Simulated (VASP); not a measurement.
Output of a VASP run:

### OSZICAR
```
       N       E                     dE             d eps       ncg     rms          rms(c)
DAV:   1     0.357705855039E+03    0.35771E+03   -0.16382E+04   520   0.121E+03
DAV:   2     0.231282502283E+02   -0.33458E+03   -0.32801E+03   670   0.301E+02
DAV:   3    -0.150097229415E+02   -0.38138E+02   -0.38021E+02   614   0.115E+02
DAV:   4    -0.165199456510E+02   -0.15102E+01   -0.15061E+01   680   0.312E+01
DAV:   5    -0.165545211098E+02   -0.34575E-01   -0.34543E-01   654   0.352E+00    0.391E+00
DAV:   6    -0.159196889901E+02    0.63483E+00   -0.11566E+00   782   0.105E+01    0.225E+00
DAV:   7    -0.158616941035E+02    0.57995E-01   -0.56139E-01   766   0.412E+00    0.103E+00
DAV:   8    -0.158726436684E+02   -0.10950E-01   -0.67940E-02   612   0.221E+00    0.187E-01
DAV:   9    -0.158719633825E+02    0.68029E-03   -0.10912E-02   724   0.796E-01    0.105E-01
DAV:  10    -0.158723690047E+02   -0.40562E-03   -0.11450E-03   572   0.191E-01    0.417E-02
DAV:  11    -0.158724518598E+02   -0.82855E-04   -0.19978E-04   660   0.112E-01    0.801E-03
DAV:  12    -0.158724523212E+02   -0.46137E-06   -0.30381E-05   722   0.537E-02    0.612E-03
DAV:  13    -0.158724523407E+02   -0.19496E-07   -0.37583E-06   724   0.138E-02    0.246E-03
DAV:  14    -0.158724524964E+02   -0.15572E-06   -0.49678E-07   644   0.623E-03    0.602E-04
DAV:  15    -0.158724525616E+02   -0.65224E-07   -0.15290E-08   474   0.956E-04    0.332E-04
DAV:  16    -0.158724525718E+02   -0.10159E-07   -0.55541E-09   402   0.577E-04    0.420E-05
DAV:  17    -0.158724525769E+02   -0.51591E-08   -0.14116E-09   340   0.297E-04
   1 F= -.15872453E+02 E0= -.15872453E+02  d E =-.158725E+02
```

**OUTCAR**
```
------------------------ aborting loop because EDIFF is reached ----------------------------------------
  FORCE on cell =-STRESS in cart. coord.  units (eV):
  Direction    XX          YY          ZZ          XY          YZ          ZX
  --------------------------------------------------------------------------------------
  Total        0.0186520      0.0186520      0.0186520     -0.0000000     -0.0000000      0.0000000
  in kB        0.1379931      0.1379931      0.1379931     -0.0000000     -0.0000000      0.0000000
  external PRESSURE =       0.1379931 kB  Pullay stress =       0.0000000 kB
  volume of cell :      216.56
      direct lattice vectors                 reciprocal lattice vectors
     6.005178149  0.000000000  0.000000000     0.166522953  0.000000000  0.000000000
     0.000000000  6.005178149  0.000000000     0.000000000  0.166522953  0.000000000
     0.000000000  0.000000000  6.005178149     0.000000000  0.000000000  0.166522953
 POSITION                                       TOTAL-FORCE (eV/Angst)
 -----------------------------------------------------------------------------------
      0.00000      0.00000      0.00000         0.000000      0.000000      0.000000
      3.00259      3.00259      3.00259         0.000000      0.000000      0.000000
      3.00259      0.00000      3.00259         0.000000      0.000000      0.000000
      0.00000      3.00259      3.00259         0.000000      0.000000      0.000000
      3.00259      3.00259      0.00000         0.000000      0.000000      0.000000
 -----------------------------------------------------------------------------------
    total drift:                                0.000000      0.000000     -0.000000
  FREE ENERGIE OF THE ION-ELECTRON SYSTEM (eV)
  ---------------------------------------------------
  free  energy   TOTEN  =       -15.8724525769 eV

  energy  without entropy=      -15.8724525769  energy(sigma->0) =      -15.87245258

 reached required accuracy - stopping structural energy minimisation
```
(Selected blocks of OUTCAR.)

File POSCAR:
```
CsPbBr3
1
    6.0051781491    -0.0000000000    -0.0000000000
   -0.0000000000     6.0051781491    -0.0000000000
    0.0000000000    -0.0000000000     6.0051781491
Cs Pb Br
1 1 3
Direct
  0.0000000000   0.0000000000   0.0000000000
  0.5000000000   0.5000000000   0.5000000000
  0.5000000000   0.0000000000   0.5000000000
  0.0000000000   0.5000000000   0.5000000000
  0.5000000000   0.5000000000   0.0000000000
```

### Question
Write an INCAR and KPOINTS that could have produced this output.

### Answer
Several could match; the one computed here: the input of the run itself, PBE GGA, plane waves, VASP's PBE PAW potentials (set 64).

INCAR:
```
# general
SYSTEM   =  CsPbBr3
PREC     =  Accurate
ENCUT    =  400   # plane-wave cut-off (eV)
LREAL    =  .False.   # projection in real space or not
LASPH    =  .True.   # aspherical one-centre terms

# electronic loop
EDIFF    =  1E-8   # SCF stop (eV)
NELM     =  100
ALGO     =  Normal   # blocked Davidson
LMAXMIX  =  4

# smearing
ISMEAR   =  0   # Gaussian
SIGMA    =  0.05   # width (eV)

# functional
GGA      =  PE   # PBE

# ions
IBRION   =  1
NSW      =  30   # most ionic steps
ISIF     =  2   # forces and stress, cell fixed
EDIFFG   =  -0.001   # ionic stop

# output
LWAVE    =  .False.
LCHARG   =  .False.
```

KPOINTS:
```
Automatic mesh
0
Gamma
4 4 4
0 0 0
```

POTCAR, in this order: Cs_sv Pb_d Br (PBE.64 set). Program: vasp_std.

The compound is CsPbBr3 in the cubic perovskite structure, the ideal cubic form; the compound distorts at low or room temperature. It was relaxed first, which changed the volume by +7 %. The start is the result of an earlier pass.
